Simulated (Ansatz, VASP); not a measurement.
# One calculation of Zr4F, two programs

```
CELL_PARAMETERS angstrom
4.19779 0.00000 0.00000
0.00000 4.19779 0.00000
0.00000 0.00000 4.19779
ATOMIC_POSITIONS crystal
Zr 0.50000 0.50000 0.50000
Zr 0.00000 0.50000 0.50000
Zr 0.50000 0.00000 0.50000
Zr 0.50000 0.50000 0.00000
F 0.00000 0.00000 0.00000
```

Change from the starting cell: species swapped into the Mn4N type (Pm-3m, No. 221).

Alike in both runs: task relaxation of cell and atoms; functional PBE; k mesh 4 × 4 × 4; occupations gaussian, width 0.1 eV; no spin polarisation.

```csv
,VASP,Ansatz
version,VASP 6.6.1,Ansatz 0.2.0
potentials or method,"VASP PAW PBE potentials, release 64 (Zr_sv, F)","scalar-relativistic, plane waves, PAW"
plane-wave cutoff (eV),600,420
valence electrons in the cell,55,55
```

```tsv
	VASP	Ansatz	Ansatz less VASP
gap on the k mesh at the Fermi level, each at its own relaxed structure (eV)	none	none	-
relaxed volume (Å³/atom)	27.29	28.18	+0.887
relaxed cell length with the largest relative difference (Å)	5.148	5.204	+0.0552
energy change over the relaxation (meV/atom)	-2519	-2512	+6.6
```

A gap of «none» marks a metal or a gap that the smearing closes.

Caveats: the k mesh is coarse (spacing up to 0.37 Å⁻¹), so the values aren't converged; the volume moved by over 15 % at a fixed basis, so the end points are rough (VASP); an odd number of electrons without spin polarisation forces a metal; a magnetic or distorted state may lie lower.
